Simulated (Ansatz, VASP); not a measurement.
**CaB46O70 in two plane-wave programs**

One calculation is typed for both programs; each brings its own data sets. How far apart do they land? The structure shown is frame 88 of Ansatz's trajectory.

Method: plane waves, with VASP 6.6.1 beside it; single point at PBEsol, in Ansatz 0.2.0.

## Step 1: Set-up

The cell holds 117 atoms: 46 B, 1 Ca and 70 O. Cell: a = 11.131 Å, b = 11.131 Å, c = 11.131 Å, α = 90.0°, β = 90.0°, γ = 90.0°. As first built, before any earlier steps moved the atoms (in the runner's words): 117 atoms (46 B, 1 Ca, 70 O) placed at random at 1.97 g/cm^3, melted at 3000 K for 20 ps at fixed volume with the Buckingham and Coulomb pair potential of Guillot and Sator (Geochim. Cosmochim. Acta 71, 1249 (2007)) with the boron terms of Wang et al. (J. Non-Cryst. Solids 498, 294 (2018)). Quenched from 3000 K to 300 K at 1000 K/ps and fixed volume, held 10 ps at zero pressure, then minimised at fixed cell.

## Step 2: Ansatz: dynamics, PBEsol

Ansatz runs on its default PAW (the set named soft_2) files.

One frame of this run of dynamics is then solved in both programs, so the motion causes no difference.

Contents of input.yaml:

```yaml
crystal:
  lattice:
    - [11.13139, 0.0, 0.0]
    - [0.0, 11.13139, 0.0]
    - [0.0, 0.0, 11.13139]
  atoms:
    - { symbol: B, position: [0.29335, 0.07234, 0.71325] }
    - { symbol: B, position: [0.96791, 0.99611, 0.62826] }
    - { symbol: B, position: [0.23014, 0.32969, 0.56512] }
    - { symbol: B, position: [0.79163, 0.2946, 0.75312] }
    - { symbol: B, position: [0.57508, 0.25932, 0.18027] }
    - { symbol: B, position: [0.32516, 0.24564, 0.16392] }
    - { symbol: B, position: [0.24671, 0.5148, 0.73111] }
    - { symbol: B, position: [0.64165, 0.5356, 0.62042] }
    - { symbol: B, position: [0.72671, 0.43377, 0.94042] }
    - { symbol: B, position: [0.60815, 0.60532, 0.85057] }
    - { symbol: B, position: [0.25322, 0.67193, 0.55273] }
    - { symbol: B, position: [0.68193, 0.87398, 0.3228] }
    - { symbol: B, position: [0.52448, 0.01689, 0.42442] }
    - { symbol: B, position: [0.34632, 0.9084, 0.53592] }
    - { symbol: B, position: [0.90569, 0.80471, 0.03147] }
    - { symbol: B, position: [0.99986, 0.14382, 0.03453] }
    - { symbol: B, position: [0.42697, 0.21653, 0.8483] }
    - { symbol: B, position: [0.72632, 0.95573, 0.9714] }
    - { symbol: B, position: [0.5914, 0.50851, 0.28703] }
    - { symbol: B, position: [0.12313, 0.85625, 0.30086] }
    - { symbol: B, position: [0.01298, 0.61813, 0.52201] }
    - { symbol: B, position: [0.08636, 0.00183, 0.84262] }
    - { symbol: B, position: [0.2031, 0.44292, 0.24738] }
    - { symbol: B, position: [0.94181, 0.47108, 0.70723] }
    - { symbol: B, position: [0.52747, 0.84002, 0.86004] }
    - { symbol: B, position: [0.3698, 0.19303, 0.43923] }
    - { symbol: B, position: [0.4858, 0.8024, 0.21622] }
    - { symbol: B, position: [0.97623, 0.40422, 0.31065] }
    - { symbol: B, position: [0.72694, 0.18562, 0.3553] }
    - { symbol: B, position: [0.36531, 0.88916, 0.03888] }
[... 81 atom lines left out ...]
    - { symbol: O, position: [0.9214, 0.68263, 0.46307] }
    - { symbol: O, position: [0.81707, 0.43005, 0.02549] }
    - { symbol: O, position: [0.93401, 0.36736, 0.1978] }
    - { symbol: O, position: [0.19873, 0.75777, 0.28429] }
    - { symbol: O, position: [0.37091, 0.31225, 0.90782] }
    - { symbol: O, position: [0.89296, 0.35591, 0.71143] }
kpoints:
  mp_grid: { grid: [1, 1, 1] }
hamiltonian:
  xc: pbesol
scf:
  occupations: { method: fermi_dirac, width: 0.078 }
output:
  forces: true
  stress: true
md:
  timestep: 1.0
  n_steps: 264
  ensemble: nvt_nose_hoover
  temperature: 900
  initial_velocities: maxwell_boltzmann
  seed: 1352
```

On the command line:

```
ansatz run input.yaml --threads 4 --pin off --max-ram 8192MiB --backend cpu --events-out ev --progress --plain --runs-dir out
```

Numbers of over 12 decimals in the logs are rounded to 6 here.

The program printed:

```text
Warning: md: disabling space-group detection — thermal motion breaks the input geometry's symmetry, so no spatial operation reduces the k-mesh or symmetrises the density; time reversal is kept, so that k and −k are solved as one point where they differ and the mesh holds both, and exact exchange and, on two spinor components, a DFT+U term hold to it where the run has them: on two components no moment then forms, and  [...]
Warning: output.stress: scf.convergence.dr2_threshold = 1e-7 eV (the SCF's general default) is looser than the 1.08e-8 eV advised for a printed stress (1e-10 eV for each atom of the cell: 117, of which 108 are counted). What an SCF threshold leaves in a stress goes as its square root, and in the free energy as the threshold itself, and one threshold admits the most on a small cell: [figures from the program's tests c [...]
Engine: ansatz 0.2.0, aarch64-unknown-linux-gnu
Pseudopotentials: kind: paw
Pseudopotential: B, paw, valence charge 3, recommended cutoff 420 eV (normal), B.paw.azcp
Pseudopotential: Ca, paw, valence charge 10, recommended cutoff 420 eV (normal), Ca.paw.azcp
Pseudopotential: O, paw, valence charge 6, recommended cutoff 420 eV (normal), O.paw.azcp
Functional definition: PBEsol
  exchange = pbesol_x
  correlation = pbesol_c
Crystal: 117 atoms, lattice volume = 1379.267 Å³
Basis set: ecut = 420 eV, 26961 PW (Γ), exchange–correlation on 150×150×150 points (8 copies of the dense FFT grid, shifted against one another)
Bands: 401, of which v1, the nominal top of the filled ones, is band 284 counted from 1 (283 counted from 0)
Symmetry: 1 space group operations
k-points: 1
Non-local potential: B, projectors of the file, l = 0: 2, l = 1: 2, l = 2: 1
Non-local potential: Ca, projectors of the file, l = 0: 3, l = 1: 2, l = 2: 2
Non-local potential: O, projectors of the file, l = 0: 2, l = 1: 2, l = 2: 1
PAW form: soft (Blöchl's): semilocal exchange-correlation on the pseudo side does not see the compensation charge
PAW frozen core: B, regenerated for the run's functional, and the local potential with it (the file was generated under x = pbe(κ = 0.804, μ = 0.219515), c = pbe(β = 0.066725))
PAW frozen core: Ca, regenerated for the run's functional, and the local potential with it (the file was generated under x = pbe(κ = 0.804, μ = 0.219515), c = pbe(β = 0.066725))
PAW frozen core: O, regenerated for the run's functional, and the local potential with it (the file was generated under x = pbe(κ = 0.804, μ = 0.219515), c = pbe(β = 0.066725))
PAW one-centre angular grid: B, 110 points (default); XC on 64 Gauss nodes
PAW one-centre angular grid: Ca, 110 points (default); XC on 64 Gauss nodes
PAW one-centre angular grid: O, 110 points (default); XC on 64 Gauss nodes
Initial density: superposition of atomic densities (neutral atoms: chi_scale 0, normalization atom), corrected by the library's trained network
Initial wavefunctions: pseudopotential atomic-orbital guess
Functional: x = pbesol(κ = 0.804, μ = 0.123457), c = pbesol(β = 0.046)
SCF iter   1: F=—  HF=-48162.024687 eV  |F-HF|=—  |Δ(HF+E_count)|=         —  Δρ=1.22e-2  dr2=1.64e0  ethr=1.77e-3  ⟨swp⟩=7.0  Hψ=1968  notcnv=0  defer=60
preconditioner: auto → Resta (q_TF=auto, 2.353 Å⁻¹)  ε∞=3.1  [insulator: Δε(μ)=3.661 eV  Ē_g=16.413 eV  σ=0.078 eV  W_gap=1.00  n_scr=304 (ndim 8)  ℏωp=23.8 eV  f_vac=0.192  D(μ)=0.00/eV (n_scr^D=0)  ε∞_Penn≈3.1]
SCF iter   2: F=—  HF=-48161.597047 eV  |F-HF|=—  |Δ(HF+E_count)|=   4.28e-1  Δρ=2.61e-3  dr2=6.91e-2  ethr=2.89e-4  ⟨swp⟩=2.0  Hψ=678  notcnv=0  defer=111
SCF iter   3: F=—  HF=-48161.593953 eV  |F-HF|=—  |Δ(HF+E_count)|=   3.09e-3  Δρ=1.24e-3  dr2=2.40e-2  ethr=1.22e-5  ⟨swp⟩=2.0  Hψ=435  notcnv=0  defer=111
SCF iter   4: F=—  HF=-48161.593666 eV  |F-HF|=—  |Δ(HF+E_count)|=   2.87e-4  Δρ=4.96e-4  dr2=2.84e-3  ethr=4.22e-6  ⟨swp⟩=2.0  Hψ=500  notcnv=0  defer=111
[...]
SCF iter   2: F=—  HF=-48157.526435 eV  |F-HF|=—  |Δ(HF+E_count)|=   4.37e-2  Δρ=1.57e-3  dr2=2.69e-2  ethr=2.57e-5  ⟨swp⟩=2.0  Hψ=625  notcnv=0
SCF iter   3: F=—  HF=-48157.518472 eV  |F-HF|=—  |Δ(HF+E_count)|=   7.96e-3  Δρ=6.05e-4  dr2=3.81e-3  ethr=4.74e-6  ⟨swp⟩=2.0  Hψ=611  notcnv=0
SCF iter   4: F=—  HF=-48157.517674 eV  |F-HF|=—  |Δ(HF+E_count)|=   7.98e-4  Δρ=1.58e-4  dr2=4.44e-4  ethr=6.70e-7  ⟨swp⟩=2.0  Hψ=620  notcnv=0
SCF iter   5: F=—  HF=-48157.517714 eV  |F-HF|=—  |Δ(HF+E_count)|=   4.03e-5  Δρ=7.92e-5  dr2=8.31e-5  ethr=7.82e-8  ⟨swp⟩=2.0  Hψ=620  notcnv=0
SCF iter   6: F=—  HF=-48157.515489 eV  |F-HF|=—  |Δ(HF+E_count)|=   2.22e-3  Δρ=3.03e-5  dr2=1.18e-5  ethr=1.46e-8  ⟨swp⟩=2.0  Hψ=620  notcnv=0
SCF iter   7: F=—  HF=-48157.515494 eV  |F-HF|=—  |Δ(HF+E_count)|=   4.70e-6  Δρ=8.71e-6  dr2=1.04e-6  ethr=2.07e-9  ⟨swp⟩=2.0  Hψ=620  notcnv=0
SCF iter   8: F=—  HF=-48157.515495 eV  |F-HF|=—  |Δ(HF+E_count)|=   1.02e-6  Δρ=4.62e-6  dr2=2.62e-7  ethr=1.82e-10  ⟨swp⟩=2.0  Hψ=684  notcnv=0
SCF iter   9: F=-48157.515495 eV  HF=-48157.515495 eV  |F-HF|=2.49e-8  |Δ(HF+E_count)|=   1.19e-7  Δρ=1.09e-6  dr2=1.90e-8  ethr=1.76e-11  ⟨swp⟩=4.0  Hψ=1183  notcnv=0
SCF 265 converged in 9 iterations: F = -48157.515495 eV  dr2 = 1.90e-8
md step   264: t =   264.00 fs  T =   793.5 K  F+E_penalty+E_count = -48157.51549509 eV  E_kin = 11.897508 eV  conserved = -48148.06603207 eV  P_inst = -0.6239 GPa  (9 SCF iters)
SCF converged after 9 iterations
Free energy (F): -48157.515495 eV
Harris-Foulkes:  -48157.515495 eV  (|F-HF|=2.49e-8)
Internal energy: -48157.515495 eV  (E = F + TS)
E sigma→0 (E₀):  -48157.515495 eV
Fermi energy:    3.909171 eV
--- Per-component energies (eV) ---
  E_band       = -3788.749130
  E_kinetic    = 14821.295096
  E_local      = -43653.847605  (includes V_loc(G=0)·N_el)
  E_nonlocal   = 4012.472262
  E_hartree    = 16081.589544
  E_xc         = -6626.194241
  E_vxc        = -8358.380750  (∫ρ·V_xc dr)
  E_paw        = -15045.935921  (= ΣΔE_a)
  E_vpaw       = -2773.647199  (= ΣTr[D̂ρ^β])
  E_aug_tail   = 0.179123  (compensation charges beyond the density's cutoff)
  E_ewald      = -17750.339405
  E_core_change = 3.265651  (= ΣΔE_core)
  E_smearing   = -0.000000  (= −TS)
  E_closure    = 0.000000  (closes the sum)
  Σ components = -48157.515495   (vs F -48157.515495, Δ=0.00e0)
--- Forces (eV/Å), atoms counted from 1 ---
  atom   1  B     -0.96335762     1.87833846     3.17060604
  atom   2  B      1.68732194    -1.49634320     1.92725757
  atom   3  B     -2.28444363     1.50840860    -0.87328704
  atom   4  B      1.77743452    -1.61803572    -4.99323208
  atom   5  B     -0.81959662     0.07932189     0.54450661
  atom   6  B     -1.04973736     0.15008632    -0.66929493
  atom   7  B     -0.10728213     0.78951486     1.11588473
  atom   8  B     -0.74169335    -0.82883472    -0.83632664
  atom   9  B     -0.85429939     1.37146916     2.36642297
  atom  10  B     -0.87895595     0.86742582    -1.03539504
  atom  11  B      0.19196638    -1.66391900    -2.81444727
  atom  12  B      3.28832858    -2.60706291    -1.17340518
  atom  13  B      0.50260191     3.17187512     0.03148830
  atom  14  B     -3.18102248     1.35690463     2.81811247
  atom  15  B      0.48423262     0.59136714     2.90808602
  atom  16  B      1.67824059    -0.57887950    -0.63459743
  atom  17  B     -0.08805792    -2.70657517    -0.29678909
  atom  18  B     -1.41678428    -0.74508360     0.85100854
  atom  19  B     -0.70560355    -0.43148323     0.35762912
  atom  20  B      1.87874288     0.14264243    -0.62723547
  atom  21  B      2.31632252    -0.40838002    -0.41722239
  atom  22  B      0.43015883     1.33287584    -0.52146123
  atom  23  B     -0.54935358     3.00676643    -0.33247167
  atom  24  B      0.79309730     1.12311572     0.97307821
[...]
atom 110  O     -0.26987016    -0.07284247     0.69047051
  atom 111  O      0.27069820     0.65685948    -6.61280483
  atom 112  O     -0.68421238    -0.81824376     0.89199579
  atom 113  O      1.38562880    -0.62154036     3.06562685
  atom 114  O     -1.69087468    -1.07832901    -1.72744181
  atom 115  O      0.79613679    -0.02014501    -1.85059493
  atom 116  O      1.39852444     0.01592695     1.18331364
  atom 117  O      0.92660217     1.08467012     0.40565662
  max |Σ_I F_I| component: 9.99e-5 eV/Å
--- Stress (GPa, compression-positive) ---
       -4.598221      -0.060869      -0.717772
       -0.060869       0.313919      -1.437414
       -0.717764      -1.437409      -0.375323
  P = ⅓ Tr σ = -1.5532 GPa (-15.532 kbar)
--- MD trajectory: 264 steps, t = 0.0 → 264.0 fs ---
  final state: T = 793.5 K   F+E_penalty+E_count = -48157.51549509 eV   E_kin = 11.897508 eV
  conserved energy: peak-to-peak 4.202e-2 eV (3.592e-4 eV/atom) over 264.0 fs
```

## Step 3: VASP: single point, PBEsol

The same cell, functional, mesh and smearing now go to VASP, with its own data sets.

Lines of VASP's logs that name or quote its potential files are left out, and so is its time.

Contents of INCAR:

```
SYSTEM = CaB46O70
PREC = Accurate
ENCUT = 520
EDIFF = 1E-06
NELM = 120
ISMEAR = -1
SIGMA = 0.078
LREAL = Auto
ALGO = Normal
GGA = PS
NBANDS = 368
LORBIT = 11
LWAVE = .FALSE.
LCHARG = .FALSE.
ISIF = 2
LASPH = .TRUE.
GGA_COMPAT = .FALSE.
EFERMI = MIDGAP
NCORE = 4
```

Contents of POSCAR:

```
CaB46O70
1.0
   11.1313900000      0.0000000000      0.0000000000
    0.0000000000     11.1313900000      0.0000000000
    0.0000000000      0.0000000000     11.1313900000
B Ca O
46 1 70
Direct
    0.3012741446      0.0833049601      0.7224794028
    0.9811622807      0.0060468639      0.6297775929
    0.2555296329      0.2975459489      0.5597773504
    0.7806212881      0.3178399104      0.7283906143
    0.5501738777      0.2370234086      0.2078446627
    0.3043106027      0.2647647778      0.2351907534
    0.3131953871      0.4823566509      0.6986189506
    0.6194733991      0.5405434541      0.5834042289
    0.7373652347      0.4332073533      0.9302072787
    0.6075970746      0.5820566883      0.8226016697
    0.2471030123      0.6375214596      0.5458078461
    0.6709314830      0.8466328105      0.3365617412
    0.5102058234      0.9786729240      0.4400348923
    0.3422124281      0.9084849242      0.5520694181
    0.9223735760      0.8382331407      0.9919237400
    0.9968386697      0.1411503864      0.0412616933
    0.4126349000      0.1879908978      0.8911286012
    0.7144031428      0.9363340966      0.9883581475
    0.5839432452      0.5368871273      0.2620427458
    0.1062041668      0.8717240165      0.3080927000
    0.0131609799      0.6480861779      0.5277777528
    0.0770433881      0.0108971117      0.8382151735
    0.1896259137      0.4788171109      0.2549187478
    0.8892689952      0.5115264131      0.6728539742
    0.5604601043      0.8183703922      0.8743831633
    0.3789194341      0.1525685471      0.4628622301
    0.4750260300      0.7918867275      0.2256861003
    0.9678306123      0.4502672173      0.2882030007
    0.7175384206      0.1732128692      0.3613564883
    0.3808958270      0.8398951074      0.0375155304
[... 81 atom lines left out ...]
    0.9262095749      0.7131005202      0.4625927220
    0.8062784612      0.4249963392      0.0276245824
    0.9340253104      0.3876784481      0.1899313563
    0.1537633665      0.7577041142      0.3079489623
    0.3944431019      0.2975998505      0.9472222247
    0.8530381201      0.3913347749      0.6699163357
```

Contents of KPOINTS:

```
Automatic mesh
0
Gamma
1 1 1
0 0 0
```

PAW data sets: B, Ca_sv and O (PBE family, release 64).

On the command line:

```
mpirun -np 16 vasp_gam
```

The program printed:

```text
[banner, memory and clock lines left out]
running   16 mpi-ranks, on    1 nodes
[...]
|                                                                             |
|               ----> ADVICE to this user running VASP <----                  |
|                                                                             |
|     You enforced a specific xc type in the INCAR file but a different       |
|     [... a line on the potential file left out ...]
|     I HOPE YOU KNOW WHAT YOU ARE DOING!                                     |
|                                                                             |

 LDA part: xc-table for (Slater+PW92), standard interpolation
 POSCAR, INCAR and KPOINTS ok, starting setup
[...]
entering main loop
       N       E                     dE             d eps       ncg     rms          rms(c)
DAV:   1     0.530150190252E+04    0.53015E+04   -0.34350E+05   752   0.153E+03
DAV:   2    -0.553103280082E+03   -0.58546E+04   -0.56028E+04   896   0.393E+02
DAV:   3    -0.102619554303E+04   -0.47309E+03   -0.46831E+03   864   0.118E+02
DAV:   4    -0.103637871161E+04   -0.10183E+02   -0.10130E+02   872   0.180E+01
[...]
DAV:  18    -0.953335808515E+03   -0.12504E-06   -0.32225E-05   864   0.141E-02    0.662E-03
DAV:  19    -0.953335809166E+03   -0.65086E-06   -0.10133E-05   784   0.605E-03    0.403E-03
DAV:  20    -0.953335809070E+03    0.95264E-07   -0.92615E-07   568   0.408E-03
   1 F= -.95333581E+03 E0= -.95333581E+03  d E =-.166405E-10
```

OUTCAR, selected parts (step 3):

```text
  FREE ENERGIE OF THE ION-ELECTRON SYSTEM (eV)
  ---------------------------------------------------
  free  energy   TOTEN  =      -953.3358090704 eV

  energy  without entropy=     -953.3358090704  energy(sigma->0) =     -953.33580907
```

The run ends at a pressure of -2.67 GPa, with forces up to 5.8 eV/Å.

## Step 4: Side by side

Known differences besides the potentials themselves: the cutoff is 420 eV in Ansatz and 520 eV in VASP (PREC = Accurate, projectors in real space); Ansatz makes its cores anew for this functional, VASP keeps those of its PBE data sets. Total energies have different zeros and are not compared.

Forces on 9 of the 117 atoms, those with the largest forces and the largest differences (eV/Å; atoms numbered as in POSCAR):

| atom | Ansatz x, y, z | VASP x, y, z |
| --- | --- | --- |
| B2 | -1.710, 0.061, -1.016 | -1.643, 0.137, -1.068 |
| B25 | -2.671, -2.715, 2.505 | -2.748, -2.807, 2.540 |
| B26 | -1.314, -3.699, -2.545 | -1.277, -3.683, -2.536 |
| B32 | 1.388, -1.624, -1.589 | 1.431, -1.627, -1.487 |
| B42 | 2.216, 3.702, 0.520 | 2.187, 3.749, 0.543 |
| B43 | -1.202, -2.506, -3.598 | -1.213, -2.568, -3.529 |
| O54 | 1.558, -0.388, 3.929 | 1.544, -0.408, 3.967 |
| O69 | 3.352, -1.481, -2.001 | 3.372, -1.490, -2.021 |
| O80 | 1.791, 3.176, -4.417 | 1.772, 3.202, -4.454 |

The forces differ by 30 meV/Å r.m.s., which is 2.2 % of the r.m.s. force of 1.353 eV/Å (both taken over all components).

## Step 5: Results

| Quantity | Value |
| --- | --- |
| r.m.s. force difference (single point, PBEsol) | 2.2 % of the r.m.s. force |

What this shows: The r.m.s. force difference is 2.2 % of the r.m.s. force (single point, PBEsol), within the 3 % picked in this series as the mark of a large difference. 2 further runs of this series are not shown here. How closely two codes agree says nothing of how well the functional describes the real material.

[Lines on the potential files, build, host, timing and source positions are cut from VASP's logs without a mark.]

[Logs are printed without paths, hosts, clocks, repeated set-up lines and the standing remarks that a program may print on its own settings, such as how far it seeks lower states.]

[Hosts, paths, dates, database ids (printed as entryN), source tags and the programs' standing remarks are cut or masked in the printed files.]
